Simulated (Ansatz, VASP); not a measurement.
# CdAg in two plane-wave programs, part 2 of 2

Wanted: the spread between two codes on one cell, functional and k mesh. The cell is taken from a series of runs on this material, whose earlier steps may have relaxed, scaled, displaced or heated it; both programs get it as it stands.

VASP 6.6.1 and Ansatz 0.2.0.

So far: The structure; VASP: zone-centre phonons, PBEsol.

### 3. Ansatz: zone-centre phonons, PBEsol

Level of this step: Ansatz beside VASP: Kohn-Sham DFT, plane waves, PBEsol (Ansatz).

Ansatz runs on its default PAW (the set named soft_2) files.

The same cell, functional, mesh and smearing now go to Ansatz, which takes its cutoff from its data sets.

input.yaml

```yaml
crystal:
  lattice:
    - [3.3079759737, 0.0, 0.0]
    - [0.0, 3.3079759737, 0.0]
    - [0.0, 0.0, 3.3079759737]
  atoms:
    - { symbol: Cd, position: [0.5, 0.5, 0.5] }
    - { symbol: Ag, position: [0.0, 0.0, 0.0] }
kpoints:
  mp_grid: { grid: [16, 16, 16] }
hamiltonian:
  xc: pbesol
scf:
  occupations: { method: fermi_dirac, width: 0.1 }
output:
  eigenvalues: true
phonons:
  method: dfpt
  qpoints:
    - [0, 0, 0]
    - [0.0, 0.0625, 0.0]
    - [0.0, 0.1875, 0.0]
    - [0.0, 0.3125, 0.0]
    - [0.0, 0.4375, 0.0]
```

On the command line:

```bash
$ ansatz run input.yaml --threads 4 --pin off --max-ram 8192MiB --backend cpu --events-out ev --progress --plain --runs-dir out
```

Numbers of over 12 decimals in the logs are rounded to 6 here.

The program printed:

```text
Engine: ansatz 0.2.0, aarch64-unknown-linux-gnu
Pseudopotentials: kind: paw
Pseudopotential: Cd, paw, valence charge 20, recommended cutoff 420 eV (normal), Cd.paw.azcp
Pseudopotential: Ag, paw, valence charge 19, recommended cutoff 420 eV (normal), Ag.paw.azcp
Functional definition: PBEsol
  exchange = pbesol_x
  correlation = pbesol_c
Crystal: 2 atoms, lattice volume = 36.198 Å³
Basis set: ecut = 420 eV, 739 PW (Γ), exchange–correlation on 48×48×48 points (8 copies of the dense FFT grid, shifted against one another)
Bands: 24, of which v1, the nominal top of the filled ones, is band 20 counted from 1 (19 counted from 0)
Symmetry: 48 space group operations
k-points: 165 of 4096
Non-local potential: Cd, projectors of the file, l = 0: 3, l = 1: 2, l = 2: 2, l = 3: 1
Non-local potential: Ag, projectors of the file, l = 0: 3, l = 1: 2, l = 2: 2, l = 3: 1
PAW form: soft (Blöchl's): semilocal exchange-correlation on the pseudo side does not see the compensation charge
PAW frozen core: Cd, regenerated for the run's functional, and the local potential with it (the file was generated under x = pbe(κ = 0.804, μ = 0.219515), c = pbe(β = 0.066725))
PAW frozen core: Ag, regenerated for the run's functional, and the local potential with it (the file was generated under x = pbe(κ = 0.804, μ = 0.219515), c = pbe(β = 0.066725))
PAW one-centre angular grid: Cd, 590 points (default); XC on 64 Gauss nodes
PAW one-centre angular grid: Ag, 590 points (default); XC on 64 Gauss nodes
Initial density: superposition of atomic densities (neutral atoms: chi_scale 0, normalization atom), corrected by the library's trained network
Initial wavefunctions: pseudopotential atomic-orbital guess
Functional: x = pbesol(κ = 0.804, μ = 0.123457), c = pbesol(β = 0.046)
SCF iter   1: F=—  HF=-15706.479421 eV  |F-HF|=—  |Δ(HF+E_count)|=         —  Δρ=7.21e-3  dr2=1.48e-2  ethr=1.77e-3  ⟨swp⟩=5.4  Hψ=15090  notcnv=0
preconditioner: auto → Kerker (q_TF=auto, 2.762 Å⁻¹)  [metal: Δε(μ)=0.028 eV  Ē_g=13.004 eV  σ=0.100 eV  W_gap=0.07  n_scr=18 (ndim 8)  ℏωp=29.6 eV  f_vac=0.000  D(μ)=0.54/eV (n_scr^D=0)]
SCF iter   2: F=—  HF=-15706.475618 eV  |F-HF|=—  |Δ(HF+E_count)|=   3.80e-3  Δρ=2.09e-3  dr2=1.07e-3  ethr=3.80e-5  ⟨swp⟩=2.9  Hψ=7898  notcnv=0
SCF iter   3: F=—  HF=-15706.475347 eV  |F-HF|=—  |Δ(HF+E_count)|=   2.71e-4  Δρ=7.42e-4  dr2=7.87e-5  ethr=2.74e-6  ⟨swp⟩=2.2  Hψ=5412  notcnv=0  defer=2
SCF iter   4: F=—  HF=-15706.475340 eV  |F-HF|=—  |Δ(HF+E_count)|=   7.23e-6  Δρ=1.13e-4  dr2=3.68e-6  ethr=2.02e-7  ⟨swp⟩=2.9  Hψ=7480  notcnv=0  defer=2
SCF iter   5: F=—  HF=-15706.475345 eV  |F-HF|=—  |Δ(HF+E_count)|=   4.52e-6  Δρ=3.62e-5  dr2=3.00e-7  ethr=9.43e-9  ⟨swp⟩=2.6  Hψ=6603  notcnv=0  defer=2
SCF iter   6: F=—  HF=-15706.475345 eV  |F-HF|=—  |Δ(HF+E_count)|=   2.41e-8  Δρ=9.09e-6  dr2=2.83e-8  ethr=7.68e-10  ⟨swp⟩=2.8  Hψ=7453  notcnv=0  defer=2
SCF iter   7: F=—  HF=-15706.475345 eV  |F-HF|=—  |Δ(HF+E_count)|=   6.53e-9  Δρ=1.70e-6  dr2=1.21e-9  ethr=7.25e-11  ⟨swp⟩=2.0  Hψ=5687  notcnv=0  defer=2
SCF iter   8: F=—  HF=-15706.475345 eV  |F-HF|=—  |Δ(HF+E_count)|=  2.26e-10  Δρ=2.80e-7  dr2=2.39e-11  ethr=3.11e-12  ⟨swp⟩=2.5  Hψ=5818  notcnv=0  defer=2
SCF iter   9: F=-15706.475345 eV  HF=-15706.475345 eV  |F-HF|=3.64e-12  |Δ(HF+E_count)|=  7.28e-12  Δρ=6.80e-8  dr2=1.27e-12  ethr=1.00e-12  ⟨swp⟩=5.2  Hψ=15291  notcnv=0
SCF 1 converged in 9 iterations: F = -15706.475345 eV  dr2 = 1.27e-12
  greatest PAW one-centre occupation: 1.001 electrons in one spin orbital (limit 2), on the Ag atom at site 1 (counted from 0), in its partial waves of l = 0
NSCF: frozen V_eff on 165 k-points
WARN: eigensolver did not converge in 9 slots of this pass, the one above among them; of largest residual over every band (k=81): 1 band(s) unlocked (lowest unlocked band 23, counted from 0; max residual 1.12e-5 eV among the unlocked bands, 1.12e-5 eV over every band); of lowest unlocked band (k=17): band 23
NSCF: frozen V_eff on 405 k-points
DFPT response loops at q = (0, 0, 0) (fractional): preconditioner auto → Kerker (q_TF=auto, 2.762 Å⁻¹) (partly filled bands, converged f_vac=0.000); β = 1.00, the filter's whole step (`scf.mixing.beta` (0.50) is not read by the response loops under this deck's `scf.mixing.preconditioner`; to damp them name `kerker` or `kerker_dos`, under which they read `scf.mixing.beta`, and type it under 1.00, their step now; both keys bind the ground state too); Broyden in place of MSR1
NSCF: frozen V_eff on 2592 k-points
DFPT response loops at q = (0, 0.0625, 0) (fractional): mixed as the last ones told, above
NSCF: frozen V_eff on 2592 k-points
DFPT response loops at q = (0, 0.1875, 0) (fractional): mixed as the last ones told, above
NSCF: frozen V_eff on 2592 k-points
DFPT response loops at q = (0, 0.3125, 0) (fractional): mixed as the last ones told, above
NSCF: frozen V_eff on 2592 k-points
DFPT response loops at q = (0, 0.4375, 0) (fractional): mixed as the last ones told, above
SCF converged after 9 iterations
Free energy (F): -15706.475345 eV
Harris-Foulkes:  -15706.475345 eV  (|F-HF|=3.64e-12)
Internal energy: -15706.458025 eV  (E = F + TS)
E sigma→0 (E₀):  -15706.466685 eV
Entropy (-TS):   -0.017319 eV (-8.660 meV/atom)
Fermi energy:    17.066847 eV
--- Per-component energies (eV) ---
  E_band       = -592.449632
  E_kinetic    = 1032.362325
  E_local      = -4910.786791  (includes V_loc(G=0)·N_el)
  E_nonlocal   = 117.505770
  E_hartree    = 2286.651784
  E_xc         = -360.143050
  E_vxc        = -456.761489  (∫ρ·V_xc dr)
  E_paw        = -7846.725152  (= ΣΔE_a)
  E_vpaw       = -948.073355  (= ΣTr[D̂ρ^β])
  E_aug_tail   = 0.000294  (compensation charges beyond the density's cutoff)
  E_ewald      = -6025.987904
  E_core_change = 0.664699  (= ΣΔE_core)
  E_smearing   = -0.017319  (= −TS)
  E_closure    = 0.000000  (closes the sum)
  Σ components = -15706.475345   (vs F -15706.475345, Δ=0.00e0)
--- Band table (eV; the first three rows and the last of 165) ---
  k-point 0: bands = [... 16 lower, 12.7639, 12.7639, 12.7639, 22.0838, 22.0838, 22.0838, 26.9183, 28.0125]
  k-point 1: bands = [... 16 lower, 12.7329, 12.7329, 12.7568, 21.5761, 22.1950, 22.1950, 27.1422, 28.0228]
  k-point 2: bands = [... 16 lower, 12.6468, 12.6468, 12.7367, 20.4446, 22.5212, 22.5212, 27.3230, 28.0540]
  k-point 164: bands = [... 16 lower, 13.0413, 13.0413, 19.5392, 21.2602, 21.2602, 21.2602, 21.4284, 21.4284]
--- Phonons (Γ-DFPT): 2 representative perturbations + reference (Σ response iterations 8) ---
  ASR residual: 7.399e-5 → 0.000e0 eV/Å²; symmetrization residual: 3.302e-7 eV/Å²
  ASR residual per site (eV/Å²): 2.11e-5 7.40e-5
  Γ frequencies (cm⁻¹): 0.00 0.00 0.00 138.11 138.11 138.11
  non-analytic LO–TO correction: not included (Born effective charges unavailable; polar crystals: no LO–TO splitting at Γ)
--- Phonons (arbitrary-q DFPT): 5 explicit q-points ---
  q = [0, 0, 0] (of the zone-centre solve; hermiticity 1.71e-7, symmetrization 2.09e-11): -0.00 -0.00 0.00 138.11 138.11 138.11
  q = [0, 0.0625, 0] (4 solved perturbations in 4032 linear systems a pass and spin channel, the states on 1296 of 4096 k-point pairs; hermiticity 2.04e-6, symmetrization 1.40e-11): 15.01 15.01 19.75 137.44 137.44 138.30
  q = [0, 0.1875, 0] (4 solved perturbations in 4032 linear systems a pass and spin channel, the states on 1296 of 4096 k-point pairs; hermiticity 4.16e-6, symmetrization 2.59e-10): 42.75 42.75 55.82 131.44 131.44 138.18
  q = [0, 0.3125, 0] (4 solved perturbations in 4032 linear systems a pass and spin channel, the states on 1296 of 4096 k-point pairs; hermiticity 2.76e-6, symmetrization 6.83e-10): 66.13 66.13 84.61 120.50 120.50 134.01
  q = [0, 0.4375, 0] (4 solved perturbations in 4032 linear systems a pass and spin channel, the states on 1296 of 4096 k-point pairs; hermiticity 1.10e-6, symmetrization 1.58e-10): 86.30 86.30 104.08 105.00 105.00 127.50
  sum rule: each row above includes the acoustic sum rule's correction from the zone centre's row sums; it moved no ω² by more than (0.43 cm⁻¹)²
```

In the SCF lines HF is the Harris–Foulkes energy and dr2 the Hartree energy of the density residual, in eV; the loop may stop once dr2 is under the threshold and the program's other checks hold. Hψ counts applications of the Hamiltonian.

### 4. Differences

Known differences besides the potentials themselves: the data sets hold 39 valence electrons in Ansatz (on its default PAW (the set named soft_2) files) and 23 in VASP; the cutoff is 420 eV in Ansatz and 500 eV in VASP; Ansatz makes its cores anew for this functional, VASP keeps those of its PBE data sets. Total energies have different zeros and are not compared.

Both answers:

| quantity | Ansatz | VASP | difference |
| --- | --- | --- | --- |
| optical mode 1 to 3 (cm⁻¹) | 138.1 | 139.9 | -1.30 % |

Modes are paired by rising frequency, not by their patterns, so a pair may set unlike modes beside each other; they are those without the splitting of longitudinal modes.

### 5. Results

| Quantity | Value |
| --- | --- |
| r.m.s. difference of the optical zone-centre modes, each program's sorted by frequency (zone-centre phonons, PBEsol) | 1.8 cm⁻¹ |
| difference in optical mode 1 to 3 (zone-centre phonons, PBEsol) | -1.3 % |

The r.m.s. difference of the optical zone-centre modes, each program's sorted by frequency is 1.8 cm⁻¹ (zone-centre phonons, PBEsol). The data sets hold unlike numbers of valence electrons (39 in Ansatz and 23 in VASP), so part of the differences comes from the potentials. Among the rows given in per cent, the largest difference of the zone-centre phonons, PBEsol pair is in optical mode 1 to 3, -1.3 %. Such differences can come from data sets, numerical settings and the points named under the comparisons, not from the functional's error against experiment.

[Lines on the potential files, build, host, timing and source positions are cut from VASP's logs without a mark.]

[Logs are printed without paths, hosts, clocks, repeated set-up lines and the standing remarks that a program may print on its own settings, such as how far it seeks lower states.]

[Hosts, paths, dates, database ids (printed as entryN), source tags and the programs' standing remarks are cut or masked in the printed files.]
